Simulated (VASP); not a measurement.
# B2C (P6/mmm) in VASP: a series of runs

The runs below take B2C through relaxation of cell and atoms, with PBE.

All numbers are computed with VASP 6.6.1; they aren't measurements. Logs are shortened: lines on timing, memory, paths and dates and some standing lists are left out, and cuts for length are marked.

### Step 1. The crystal as given

The structure is hexagonal, space group P6/mmm (No. 191). The conventional cell has a = 2.820 Å, b = 2.820 Å, c = 3.968 Å, α = 90.00°, β = 90.00°, γ = 120.00°. B (site symmetry -6m2) is surrounded by 3 B at 1.63 Å. Around C (site symmetry 6/mmm) lie 12 B at 2.57 Å and 6 C at 2.82 Å.

The cell was built by a generator and needn't be a form met in nature.

### Step 2. Relaxation of cell and atoms, PBE

The input, INCAR:

```
SYSTEM = B2C
PREC     = Normal         ! precision mode
ENCUT    = 520            ! plane-wave cutoff, eV
EDIFF    = 1E-4           ! SCF threshold, eV
ISMEAR   = 0              ! smearing method
SIGMA    = 0.15           ! smearing width, eV
LREAL    = .FALSE.        ! projectors in reciprocal space
LASPH    = .TRUE.         ! aspherical terms in the spheres
NELM     = 60             ! most SCF steps
ALGO     = Fast           ! electronic algorithm
ISIF     = 3              ! what is computed and relaxed
LWAVE    = .FALSE.        ! write WAVECAR
LCHARG   = .FALSE.        ! write CHGCAR
GGA      = PE             ! functional
IBRION   = 2              ! ionic algorithm
NSW      = 24             ! ionic steps
EDIFFG   = -0.08          ! ionic threshold
KPAR     = 2
```

The input, KPOINTS:

```
Automatic mesh
0
G
  8 8 5
  0 0 0
```

The input, POSCAR:

```
B2C
1.0
    2.8197320200      0.0000000000      0.0000000000
   -1.4098660100      2.4419595600      0.0000000000
    0.0000000000      0.0000000000      3.9676835500
B C
2 1
Direct
    0.3333333300      0.6666666700      0.5000000000
    0.6666666700      0.3333333300      0.5000000000
    0.0000000000      0.0000000000      0.0000000000
```

Potentials or basis: VASP PAW PBE potentials, release 64 (B, C).

Command:

```bash
> cat potpaw_PBE.64/B/POTCAR potpaw_PBE.64/C/POTCAR > POTCAR
> mpirun -np 2 vasp_std > vasp.out
```

OUTCAR:

```text
SYSTEM = B2C
   PREC = Normal
   ENCUT = 520
   EDIFF = 1E-4
   ISMEAR = 0
   LREAL = .FALSE.
   LASPH = .TRUE.
   NELM = 60
   ISIF = 3
   GGA = PE
   IBRION = 2
   NSW = 24
   EDIFFG = -0.08

 ion  position               nearest neighbor table
   1  0.333  0.667  0.500-   2 1.63   2 1.63   2 1.63
   2  0.667  0.333  0.500-   1 1.63   1 1.63   1 1.63
   3  0.000  0.000  0.000-

  LATTYP: Found a hexagonal cell.
 ALAT       =     2.8197320200
 C/A-ratio  =     1.4071136980

  Lattice vectors:

 A1 = (   2.8197320200,   0.0000000000,   0.0000000000)
 A2 = (  -1.4098660100,   2.4419595600,   0.0000000000)
 A3 = (   0.0000000000,   0.0000000000,   3.9676835500)

Analysis of symmetry for initial positions (statically):
=====================================================================
 Subroutine PRICEL returns:
 Original cell was already a primitive cell.

 Routine SETGRP: Setting up the symmetry group for a
 hexagonal supercell.

 Subroutine GETGRP returns: Found 24 space group operations
 (whereof 24 operations were pure point group operations)
 out of a pool of 24 trial point group operations.

The static configuration has the point symmetry D_6h.

Analysis of symmetry for dynamics (positions and initial velocities):
=====================================================================
 Subroutine PRICEL returns:
 Original cell was already a primitive cell.

 Routine SETGRP: Setting up the symmetry group for a
 hexagonal supercell.

 Subroutine GETGRP returns: Found 24 space group operations
 (whereof 24 operations were pure point group operations)
 out of a pool of 24 trial point group operations.

The dynamic configuration has the point symmetry D_6h.

 Subroutine INISYM returns: Found 24 space group operations
 (whereof 24 operations are pure point group operations),
 and found     1 'primitive' translations

----------------------------------------------------------------------------------------

                                     Primitive cell

  volume of cell :      27.3202

  direct lattice vectors                    reciprocal lattice vectors
     2.819732020  0.000000000  0.000000000     0.354643630  0.204753596  0.000000000
    -1.409866010  2.441959560  0.000000000     0.000000000  0.409507191  0.000000000
     0.000000000  0.000000000  3.967683550     0.000000000  0.000000000  0.252036229

  length of vectors
     2.819732020  2.819732019  3.967683550     0.409507191  0.409507191  0.252036229

  position of ions in fractional coordinates (direct lattice)
     0.333333330  0.666666670  0.500000000
     0.666666670  0.333333330  0.500000000
     0.000000000  0.000000000  0.000000000

  ion indices of the primitive-cell ions
   primitive index   ion index
                 1           1
                 2           2
                 3           3

----------------------------------------------------------------------------------------

 KPOINTS: Automatic mesh

Automatic generation of k-mesh.
 Grid dimensions read from file:
 generate k-points for:    8    8    5

 Generating k-lattice:

  Cartesian coordinates                     Fractional coordinates (reciprocal lattice)
     0.044330454  0.025594199  0.000000000     0.125000000 -0.000000000  0.000000000
     0.000000000  0.051188399  0.000000000     0.000000000  0.125000000  0.000000000
     0.000000000  0.000000000  0.050407246     0.000000000  0.000000000  0.200000000

  Length of vectors
     0.051188399  0.051188399  0.050407246

  Shift w.r.t. Gamma in fractional coordinates (k-lattice)
     0.000000000  0.000000000  0.000000000

 Subroutine IBZKPT returns following result:
 ===========================================

 Found     30 irreducible k-points:

 Following reciprocal coordinates:
            Coordinates               Weight
  0.000000  0.000000  0.000000      1.000000
  0.125000  0.000000  0.000000      6.000000
  0.250000  0.000000  0.000000      6.000000
  0.375000  0.000000  0.000000      6.000000
  0.500000  0.000000  0.000000      3.000000
  0.125000  0.125000  0.000000      6.000000
[... 44 lines left out ...]
  ext. energy  EPLUGINS =         0.00000000
  ---------------------------------------------------
  free energy    TOTEN  =       -15.26528997 eV

  energy without entropy =      -15.25010926  energy(sigma->0) =      -15.25769962

------------------------ aborting loop because EDIFF is reached ----------------------------------------

  FORCE on cell =-STRESS in cart. coord.  units (eV):
  Direction    XX          YY          ZZ          XY          YZ          ZX
  --------------------------------------------------------------------------------------
  -------------------------------------------------------------------------------------
  Total        2.6044730      2.6044730     -4.2028785      0.0000000      0.0000000     -0.0000000
  in kB      152.7380026    152.7380025   -246.4756902      0.0000000      0.0000000     -0.0000000
  external PRESSURE =      19.6667716 kB  Pullay stress =       0.0000000 kB
[... 94 lines left out ...]
  FREE ENERGIE OF THE ION-ELECTRON SYSTEM (eV)
  ---------------------------------------------------
  free  energy   TOTEN  =       -15.9820875833 eV

  energy  without entropy=      -15.9743171259  energy(sigma->0) =      -15.97820235

[... ionic steps 4 to 7 ...]

--------------------------------------- Ionic step        8  -------------------------------------------

 number of electron      10.0000000 magnetization

------------------------ aborting loop because EDIFF is reached ----------------------------------------

  FORCE on cell =-STRESS in cart. coord.  units (eV):
  Direction    XX          YY          ZZ          XY          YZ          ZX
  --------------------------------------------------------------------------------------
  -------------------------------------------------------------------------------------
  Total       -2.1505558     -2.1505558      0.0926551      0.0000000      0.0000000     -0.0000000
  in kB     -151.7772208   -151.7772207      6.5392116      0.0000000      0.0000000     -0.0000000
  external PRESSURE =     -99.0050766 kB  Pullay stress =       0.0000000 kB
[... 59 lines left out ...]
  energy  without entropy=      -16.5105328071  energy(sigma->0) =      -16.51505588

--------------------------------------- Ionic step       10  -------------------------------------------

 number of electron      10.0000000 magnetization

 Free energy of the ion-electron system (eV)
  ---------------------------------------------------
  ext. energy  EPLUGINS =         0.00000000
  ---------------------------------------------------
  free energy    TOTEN  =       -16.52146332 eV

  energy without entropy =      -16.51214743  energy(sigma->0) =      -16.51680538

 E-fermi :   6.8199     XC(G=0): -12.1908

 val. band max:        6.7252082336   @ k =   0.2500   0.2500   0.0000
 cond. band min:       6.8795546951   @ k =   0.2500   0.1250   0.2000
 fundamental gap:      0.1543464615
 Fermi energy:         6.8198994444

 k-point     1 :       0.0000    0.0000    0.0000
  band No.  band energies     occupation
      1      -9.8140      2.00000
      2       2.5501      2.00000
      3       4.9737      2.00000
      4       6.4719      1.99897
      5       6.4719      1.99897
      6       6.5425      1.99108
      7       6.5426      1.99107
      8      14.6173      0.00000
      9      18.5801      0.00000
[... 265 lines left out ...]
 k-point    24 :       0.3750    0.0000    0.4000
  band No.  band energies     occupation
      1      -4.9990      2.00000
      2      -2.2045      2.00000
      3      -0.1145      2.00000
      4       2.6334      2.00000
      5       4.1392      2.00000
      6       7.5030      0.00000
      7       9.1578      0.00000
      8      11.3000      0.00000
      9      15.5087      0.00000

 [... further k-points ...]

------------------------ aborting loop because EDIFF is reached ----------------------------------------

  FORCE on cell =-STRESS in cart. coord.  units (eV):
  Direction    XX          YY          ZZ          XY          YZ          ZX
  --------------------------------------------------------------------------------------
  -------------------------------------------------------------------------------------
  Total       -0.0389260     -0.0389260      0.1813316     -0.0000000     -0.0000000      0.0000000
  in kB       -2.8941952     -2.8941952     13.4822132     -0.0000000     -0.0000000      0.0000000
  external PRESSURE =       2.5646076 kB  Pullay stress =       0.0000000 kB
[... 18 lines left out ...]
  FREE ENERGIE OF THE ION-ELECTRON SYSTEM (eV)
  ---------------------------------------------------
  free  energy   TOTEN  =       -16.5214633230 eV

  energy  without entropy=      -16.5121474277  energy(sigma->0) =      -16.51680538

 reached required accuracy - stopping structural energy minimisation
```

Wall time 12 s (2 MPI ranks of AMD EPYC 7R13 (Zen 3), shared host); peak memory 0.1 GiB.

Results:

```
Free energy                            : -16.5215 eV
Relaxed volume                         : 7.18 Å³/atom
Relaxed cell                           : a = 2.920 Å, b = 2.920 Å, c = 2.919 Å, α = 90.00°, β = 90.00°, γ = 120.00°
Space group after relaxing (to 0.05 Å) : P6/mmm (No. 191)
Energy gained by relaxing              : 418.7 meV/atom
Ionic steps                            : 10
Pressure after relaxing                : 0.3 GPa
Band gap on the k mesh                 : none (metal or under the smearing width)
```

The path:
| step | energy change (eV) | largest force (eV/Å) | pressure (GPa) | volume (Å³) |
| --- | --- | --- | --- | --- |
| 1 | 0.0000 | 0.0000 | 1.97 | 27.32 |
| 2 | -0.4565 | 0.0000 | -12.07 | 27.65 |
| 3 | -0.7168 | 0.0000 | -22.77 | 27.75 |
| 4 | -0.9104 | 0.0000 | -21.84 | 26.26 |
| 5 | -0.9973 | 0.0000 | -21.11 | 25.05 |
| 6 | -0.9560 | 0.0000 | -13.99 | 22.62 |
| 7 | -1.0125 | 0.0000 | -19.65 | 24.25 |
| 8 | -1.2060 | 0.0000 | -9.90 | 22.70 |
| 9 | -1.2543 | 0.0000 | -1.69 | 21.77 |
| 10 | -1.2562 | 0.0000 | 0.26 | 21.55 |

Final structure:
```
B C
1.0
     2.91977    0.00000    0.00000
    -1.45989    2.52860    0.00000
     0.00000    0.00000    2.91873
B C
2 1
Cartesian
  0.0000 1.6857 1.4594
  1.4599 0.8429 1.4594
  0.0000 0.0000 0.0000
```

Caveat: the volume moved by over 15 % at a fixed basis, so the end points are rough; the relaxation stopped at a loose force limit of 0.08 eV/Å, so its end isn't a converged minimum.

### Step 3. Relaxation of cell and atoms, PBE

This run uses another cell than the first one, of 8.98 Å³/atom, 0.986 times its volume.

INCAR is that of step 2.

The input, KPOINTS:

```
Automatic mesh
0
G
  10 10 10
  0 0 0
```

The input, POSCAR:

```
B2C
1.0
   -1.2800000000      1.7250000000      3.0500000000
    1.2800000000     -1.7250000000      3.0500000000
    1.2800000000      1.7250000000     -3.0500000000
B C
2 1
Direct
    0.2570000000      0.5000000000      0.7570000000
    0.7430000000      0.5000000000      0.2430000000
    0.0000000000      0.0000000000      0.0000000000
```

Potentials or basis: VASP PAW PBE potentials, release 64 (B, C).

Command:

```bash
> cat potpaw_PBE.64/B/POTCAR potpaw_PBE.64/C/POTCAR > POTCAR
> mpirun -np 2 vasp_std > vasp.out
```

It took 79 s on 2 MPI ranks of AMD EPYC 7R13 (Zen 3), shared host; peak memory 0.14 GiB.

The run converged. Its results:

```yaml
Free_energy: -21.1980 eV
Relaxed_volume: 10.77 Å³/atom
Relaxed_cell: a = 4.246 Å, b = 4.246 Å, c = 4.246 Å, α = 144.64°, β = 132.53°, γ = 60.56°
Space_group_after_relaxing_to_0.05_Å: Immm (No. 71)
Energy_gained_by_relaxing: 20.0 meV/atom
Ionic_steps: 11
Pressure_after_relaxing: 0.2 GPa
Largest_force_after_relaxing: 0.042 eV/Å
Band_gap_on_the_k_mesh: none (metal or under the smearing width)
```

Forces in eV/Å, atoms in the order of the input:
```
B    0.000 -0.042  0.000
B    0.000  0.042  0.000
C    0.000  0.000  0.000
```

Stress tensor (GPa, compression positive):
```
 0.20  0.00  0.00
 0.00  0.60  0.00
 0.00  0.00 -0.22
```

The path:
| step | energy change (eV) | largest force (eV/Å) | pressure (GPa) | volume (Å³) |
| --- | --- | --- | --- | --- |
| 1 | 0.0000 | 0.2096 | 2.36 | 26.94 |
| 2 | -0.0075 | 0.2075 | -0.60 | 27.46 |
| 3 | -0.0080 | 0.1286 | -0.09 | 27.36 |
| 4 | -0.0160 | 0.0429 | 0.95 | 27.61 |
| 5 | -0.0195 | 0.1118 | 2.81 | 28.05 |
| 6 | -0.0226 | 0.0953 | 2.83 | 28.22 |
| 7 | -0.0310 | 0.0328 | 2.65 | 28.73 |
| 8 | -0.0448 | 0.0843 | 2.46 | 29.75 |
| 9 | -0.0560 | 0.2784 | 2.35 | 31.78 |
| 10 | -0.0582 | 0.2503 | -1.24 | 32.69 |
| 11 | -0.0600 | 0.0416 | 0.19 | 32.31 |

Final structure:
```
B C
1.0
    -1.28925    1.70908    3.66643
     1.28925   -1.70908    3.66643
     1.28925    1.70908   -3.66643
B C
2 1
Cartesian
  1.2892 0.8691 0.0000
  0.0000 0.8400 3.6664
  0.0000 0.0000 0.0000
```

Levels at points of the mesh, in eV from the Fermi level:
```
           k point  band 2  band 3  band 4  band 5  band 6  band 7  band 8  band 9
(0.00, 0.00, 0.00)   -6.01   -5.14   -4.72   -4.69    4.12    5.15    5.93    7.52
(0.50, 0.00, 0.00)  -10.03   -4.64   -4.18   -0.42    1.39    4.82    6.40    8.99
(0.00, 0.50, 0.00)  -12.37   -4.40   -4.33   -1.17   -0.80    5.07    5.89    7.89
(0.50, 0.50, 0.00)  -11.93   -6.97   -5.52   -0.45    1.31    2.47    9.77    9.80
(0.50, 0.50, 0.50)   -6.76   -5.93   -4.85   -4.75    5.98    6.54    7.06    8.59
```

Caveat: the volume moved by over 15 % at a fixed basis, so the end points are rough; the relaxation stopped at a loose force limit of 0.08 eV/Å, so its end isn't a converged minimum.

### Step 4. Relaxation of cell and atoms, PBE

This run uses another cell than the first one, of 9.01 Å³/atom, 0.989 times its volume.

INCAR is that of step 3.

The input, KPOINTS:

```
Automatic mesh
0
G
  8 7 6
  0 0 0
```

The input, POSCAR:

```
B2C
1.0
    2.5600000000      0.0000000000      0.0000000000
    0.0000000000      3.0600000000      0.0000000000
    0.0000000000      0.0000000000      3.4500000000
B C
2 1
Direct
    0.5000000000      0.0000000000      0.7430000000
    0.5000000000      0.0000000000      0.2570000000
    0.0000000000      0.0000000000      0.0000000000
```

Command:

```bash
> cat potpaw_PBE.64/B/POTCAR potpaw_PBE.64/C/POTCAR > POTCAR
> mpirun -np 2 vasp_std > vasp.out
```

Wall time 19 s (2 MPI ranks of AMD EPYC 7R13 (Zen 3), shared host); peak memory 0.1 GiB.

Results (log left out):

```yaml
Free_energy: -21.1811 eV
Relaxed_volume: 10.19 Å³/atom
Relaxed_cell: a = 2.568 Å, b = 3.462 Å, c = 3.438 Å, α = 90.00°, β = 90.00°, γ = 90.00°
Space_group_after_relaxing_to_0.05_Å: Pmmm (No. 47)
Energy_gained_by_relaxing: 23.9 meV/atom
Ionic_steps: 9
Pressure_after_relaxing: 0.1 GPa
Largest_force_after_relaxing: 0.047 eV/Å
Band_gap_on_the_k_mesh: none (metal or under the smearing width)
```

Forces in eV/Å, atoms in the order of the input:
```
B    0.000  0.000  0.047
B    0.000  0.000 -0.047
C    0.000  0.000  0.000
```

Stress tensor (GPa, compression positive):
```
-0.02  0.00  0.00
 0.00  0.47  0.00
 0.00  0.00 -0.12
```

The path:
```csv
step,energy change (eV),largest force (eV/Å),pressure (GPa),volume (Å³)
1,0.0000,0.2284,1.96,27.03
2,-0.0227,0.4455,3.53,27.45
3,-0.0242,0.6581,4.13,27.58
4,-0.0359,0.5447,3.34,27.89
5,-0.0586,0.1672,1.02,28.85
6,-0.0610,0.6509,-2.30,30.78
7,-0.0658,0.3150,-0.97,30.00
8,-0.0709,0.1143,-0.31,30.42
9,-0.0717,0.0469,0.11,30.57
```

Final structure:
```yaml
crystal:
  lattice:
    - [2.56806, 0.00000, 0.00000]
    - [0.00000, 3.46205, 0.00000]
    - [0.00000, 0.00000, 3.43831]
  atoms:
    - { symbol: B, position: [0.50000, 0.00000, 0.74444] }
    - { symbol: B, position: [0.50000, 0.00000, 0.25556] }
    - { symbol: C, position: [0.00000, 0.00000, 0.00000] }
```

Levels at points of the mesh, in eV from the Fermi level:
```tsv
k point	band 3	band 4	band 5	band 6	band 7	band 8
(0.00, 0.00, 0.00)	-4.87	-4.61	-4.46	4.64	6.89	7.29
(0.50, 0.00, 0.00)	-4.38	-4.32	0.26	0.32	4.74	5.56
(0.00, 0.00, 0.50)	-3.91	-3.49	1.32	1.52	4.97	5.80
(0.50, 0.00, 0.50)	-6.95	-5.58	0.56	2.75	3.62	9.25
```

Caveat: this functional lacks dispersion, which binds the layers, so the pressure and a relaxed spacing across them are unreliable; the relaxation stopped at a loose force limit of 0.08 eV/Å, so its end isn't a converged minimum.

### Step 5. Relaxation of cell and atoms, PBE

This run uses another cell than the first one, of 9.55 Å³/atom, 1.048 times its volume.

INCAR is that of step 4.

The input, KPOINTS:

```
Automatic mesh
0
G
  7 7 7
  0 0 0
```

The input, POSCAR:

```
B2C
1.0
    0.0000000000      2.4283136900      2.4283136900
    2.4283136900      0.0000000000      2.4283136900
    2.4283136900      2.4283136900      0.0000000000
B C
2 1
Direct
    0.5000000000      0.5000000000      0.5000000000
    0.2500000000      0.2500000000      0.2500000000
    0.7500000000      0.7500000000      0.7500000000
```

Command:

```bash
> cat potpaw_PBE.64/B/POTCAR potpaw_PBE.64/C/POTCAR > POTCAR
> mpirun -np 2 vasp_std > vasp.out
```

Wall time 4.2 s (2 MPI ranks of AMD EPYC 7R13 (Zen 3), shared host); peak memory 0.1 GiB.

Results (log left out):

* Free energy: -17.3979 eV
* Relaxed volume: 6.40 Å³/atom
* Relaxed cell: a = 3.006 Å, b = 3.006 Å, c = 3.006 Å, α = 60.00°, β = 60.00°, γ = 60.00°
* Space group after relaxing (to 0.05 Å): F-43m (No. 216)
* Energy gained by relaxing: 488.2 meV/atom
* Ionic steps: 3
* Pressure after relaxing: 1.6 GPa
* Band gap on the k mesh: none (metal or under the smearing width)

Step by step:
| step | energy change (eV) | largest force (eV/Å) | pressure (GPa) | volume (Å³) |
| --- | --- | --- | --- | --- |
| 1 | 0.0000 | 0.0000 | -37.42 | 28.64 |
| 2 | -1.4293 | 0.0000 | -10.46 | 20.36 |
| 3 | -1.4647 | 0.0000 | 1.59 | 19.20 |

Final structure:
```xyz
3
Lattice="0.0000 2.1253 2.1253 2.1253 0.0000 2.1253 2.1253 2.1253 0.0000" Properties=species:S:1:pos:R:3 pbc="T T T"
B     2.1253    2.1253    2.1253
B     1.0626    1.0626    1.0626
C     3.1879    3.1879    3.1879
```

Levels at points of the mesh, in eV from the Fermi level:
```tsv
k point	band 1	band 2	band 3	band 4	band 5	band 6	band 7	band 8	band 9
(0.00, 0.00, 0.00)	-19.49	-2.89	-2.89	-2.89	-0.18	-0.18	-0.18	1.41	7.20
```

Caveat: the volume moved by over 15 % at a fixed basis, so the end points are rough; the relaxation stopped at a loose force limit of 0.08 eV/Å, so its end isn't a converged minimum.

### Step 6. Summary

```csv
k mesh,gap on the mesh (eV),pressure (GPa),relaxed volume (Å³/atom),largest force (eV/Å)
8 × 8 × 5,none,0.3,7.18,-
10 × 10 × 10,none,0.2,10.77,0.04
8 × 7 × 6,none,0.1,10.19,0.05
7 × 7 × 7,none,1.6,-,-
```

Alike in all rows: task relaxation of cell and atoms; level PBE; potentials or basis VASP PAW PBE potentials, release 64 (B, C); no spin polarisation; cell relaxed; cutoff (eV) 520; smearing gaussian 0.15 eV.

Caveats: the relaxation stopped at a loose force limit of 0.08 eV/Å, so its end isn't a converged minimum; the volume moved by over 15 % at a fixed basis, so the end points are rough (some runs); this functional lacks dispersion, which binds the layers, so the pressure and a relaxed spacing across them are unreliable (some runs).

Absolute energies hang on the potentials; compare differences alone.
